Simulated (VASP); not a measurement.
Level of theory: PBEsol GGA, VASP's PBE PAW potentials (set 64) (plane waves; VASP).

The input files of a VASP run:

### KPOINTS
```
Automatic mesh
0
Gamma
11 11 11
0 0 0
```

INCAR:
```
SYSTEM=CuZn
PREC=Accurate; ENCUT=480; LREAL=.FALSE.
LASPH=.TRUE.
EDIFF=1E-6; NELM=100; ALGO=Normal
LMAXMIX=4
ISMEAR=1; SIGMA=0.1
GGA=PS
IBRION=2; NSW=60; ISIF=3
EDIFFG=-0.01
LWAVE=.FALSE.; LCHARG=.FALSE.
```

POSCAR:
```
CuZn
1.0
  2.9500000000   0.0000000000   0.0000000000
  0.0000000000   2.9500000000   0.0000000000
  0.0000000000   0.0000000000   2.9500000000
Zn Cu
1 1
Direct
  0.5000000000   0.5000000000   0.5000000000
  0.0000000000   0.0000000000   0.0000000000
```

POTCAR, in this order: Zn Cu (PBE.64 set). Program: vasp_std.

The run wrote:

File OSZICAR:
```
       N       E                     dE             d eps       ncg     rms          rms(c)
DAV:   1     0.104897916537E+03    0.10490E+03   -0.10988E+04  1752   0.239E+03
DAV:   2    -0.444391302111E+01   -0.10934E+03   -0.10647E+03  1680   0.316E+02
DAV:   3    -0.737365389959E+01   -0.29297E+01   -0.29091E+01  2072   0.705E+01
DAV:   4    -0.739368139004E+01   -0.20027E-01   -0.20026E-01  1897   0.508E+00
DAV:   5    -0.739395861082E+01   -0.27722E-03   -0.27722E-03  2325   0.639E-01    0.102E+01
DAV:   6    -0.722161014789E+01    0.17235E+00   -0.21020E+01  1818   0.119E+02    0.664E+00
DAV:   7    -0.608909798416E+01    0.11325E+01   -0.45241E+00  1806   0.125E+02    0.218E+00
DAV:   8    -0.609559952505E+01   -0.65015E-02   -0.27622E-01  2238   0.771E+00    0.129E+00
DAV:   9    -0.608480568747E+01    0.10794E-01   -0.24406E-02  2060   0.400E+00    0.635E-02
DAV:  10    -0.608477317246E+01    0.32515E-04   -0.61876E-04  2528   0.483E-01    0.237E-02
DAV:  11    -0.608477531258E+01   -0.21401E-05   -0.17176E-05  2369   0.940E-02    0.123E-02
DAV:  12    -0.608477494296E+01    0.36962E-06   -0.71467E-07  1190   0.297E-02
   1 F= -.60847749E+01 E0= -.60848723E+01  d E =-.608477E+01
       N       E                     dE             d eps       ncg     rms          rms(c)
DAV:   1    -0.764965933480E+01   -0.15649E+01   -0.19290E+01  1680   0.103E+02    0.101E+01
DAV:   2    -0.678568110097E+01    0.86398E+00   -0.13994E+01  1726   0.102E+02    0.487E+00
DAV:   3    -0.615493096802E+01    0.63075E+00   -0.30791E+00  1732   0.783E+01    0.205E+00
DAV:   4    -0.611480498421E+01    0.40126E-01   -0.17498E-01  2380   0.944E+00    0.972E-01
DAV:   5    -0.609671496975E+01    0.18090E-01   -0.95614E-03  2800   0.198E+00    0.930E-02
DAV:   6    -0.609673406361E+01   -0.19094E-04   -0.71942E-04  2558   0.408E-01    0.413E-02
DAV:   7    -0.609673520957E+01   -0.11460E-05   -0.33527E-05  2680   0.166E-01    0.312E-03
DAV:   8    -0.609673500839E+01    0.20118E-06   -0.18820E-06  1229   0.384E-02
   2 F= -.60967350E+01 E0= -.60967271E+01  d E =-.119601E-01
       N       E                     dE             d eps       ncg     rms          rms(c)
DAV:   1    -0.626314111860E+01   -0.16641E+00   -0.22251E+00  1680   0.373E+01    0.308E+00
DAV:   2    -0.615361813445E+01    0.10952E+00   -0.11447E+00  1694   0.285E+01    0.137E+00
DAV:   3    -0.611117096449E+01    0.42447E-01   -0.29582E-01  1738   0.168E+01    0.866E-01
DAV:   4    -0.610316963518E+01    0.80013E-02   -0.17788E-02  2185   0.418E+00    0.332E-01
DAV:   5    -0.610099123514E+01    0.21784E-02   -0.18179E-03  2665   0.781E-01    0.262E-02
DAV:   6    -0.610098527132E+01    0.59638E-05   -0.12490E-04  2289   0.250E-01    0.899E-03
DAV:   7    -0.610098933533E+01   -0.40640E-05   -0.32157E-06  1806   0.363E-02    0.123E-03
DAV:   8    -0.610098966033E+01   -0.32500E-06   -0.94887E-07  1046   0.167E-02
   3 F= -.61009897E+01 E0= -.61010335E+01  d E =-.162147E-01
```

OUTCAR:
```
------------------------ aborting loop because EDIFF is reached ----------------------------------------
  FORCE on cell =-STRESS in cart. coord.  units (eV):
  Direction    XX          YY          ZZ          XY          YZ          ZX
  --------------------------------------------------------------------------------------
  Total        0.0085073      0.0085073      0.0085073      0.0000000      0.0000000      0.0000000
  in kB        0.5523142      0.5523142      0.5523142      0.0000000      0.0000000      0.0000000
  external PRESSURE =       0.5523142 kB  Pullay stress =       0.0000000 kB
  volume of cell :       24.68
      direct lattice vectors                 reciprocal lattice vectors
     2.911422161  0.000000000 -0.000000000     0.343474750 -0.000000000 -0.000000000
     0.000000000  2.911422161 -0.000000000    -0.000000000  0.343474750 -0.000000000
     0.000000000  0.000000000  2.911422161     0.000000000  0.000000000  0.343474750
 POSITION                                       TOTAL-FORCE (eV/Angst)
 -----------------------------------------------------------------------------------
      1.45571      1.45571      1.45571         0.000000      0.000000      0.000000
      0.00000      0.00000      0.00000        -0.000000     -0.000000      0.000000
 -----------------------------------------------------------------------------------
    total drift:                                0.000000      0.000000     -0.000000
  FREE ENERGIE OF THE ION-ELECTRON SYSTEM (eV)
  ---------------------------------------------------
  free  energy   TOTEN  =        -6.1009896603 eV

  energy  without entropy=       -6.1011213189  energy(sigma->0) =       -6.10103355

 reached required accuracy - stopping structural energy minimisation
```
(Selected blocks of OUTCAR.)

**CONTCAR**
```
CuZn
   1.00000000000000
     2.9114221608477484    0.0000000000000000   -0.0000000000000000
     0.0000000000000000    2.9114221608477484   -0.0000000000000000
     0.0000000000000000    0.0000000000000000    2.9114221608477484
  Zn              Cu
     1     1
Direct
     0.5000000000000000    0.5000000000000000    0.5000000000000000
     0.0000000000000000    0.0000000000000000    0.0000000000000000
```

File OUTCAR:
```
 val. band max:        5.4822512985   @ k =   0.3636   0.2727   0.0909

 cond. band min:       5.6356994559   @ k =   0.4545   0.3636   0.3636


 Fermi energy:         5.6119634807

 k-point     1 :       0.0000    0.0000    0.0000
  band No.  band energies     occupation
      1      -4.9410      2.00000
      2      -2.2494      2.00000
      3      -2.2494      2.00000
      4      -1.4932      2.00000
      5      -1.4932      2.00000
      6      -1.4932      2.00000
      7       2.0239      2.00000
      8       2.0239      2.00000
      9       2.9031      2.00000
     10       2.9031      2.00000
     11       2.9031      2.00000
     12      12.0113      0.00000
     13      12.0113      0.00000
     14      12.0113      0.00000
     15      17.1760      0.00000

 k-point     2 :       0.0909    0.0000    0.0000
  band No.  band energies     occupation
      1      -4.7878      2.00000
      2      -2.2300      2.00000
      3      -2.2151      2.00000
      4      -1.5070      2.00000
      5      -1.5070      2.00000
      6      -1.4858      2.00000
      7       2.0132      2.00000
      8       2.0380      2.00000
      9       2.8495      2.00000
     10       2.8495      2.00000
     11       2.8965      2.00000
     12      10.6802      0.00000
     13      12.2471      0.00000
     14      12.2471      0.00000
     15      17.2555      0.00000

 k-point     3 :       0.1818    0.0000    0.0000
  band No.  band energies     occupation
      1      -4.3367      2.00000
      2      -2.1772      2.00000
      3      -2.1170      2.00000
      4      -1.5440      2.00000
      5      -1.5440      2.00000
      6      -1.4659      2.00000
      7       1.9839      2.00000
      8       2.0606      2.00000
      9       2.7124      2.00000
     10       2.7124      2.00000
     11       2.8786      2.00000
     12       8.3665      0.00000
     13      12.9284      0.00000
     14      12.9284      0.00000
     15      17.4979      0.00000
...
```

Energy and stress use the plane-wave basis of the starting cell.

The compound is CuZn in the CsCl type structure. This run relaxes it. Symmetry was kept, so distortions that lower it aren't found. The electron count is odd and the run is not spin-polarised, which forces a metal.
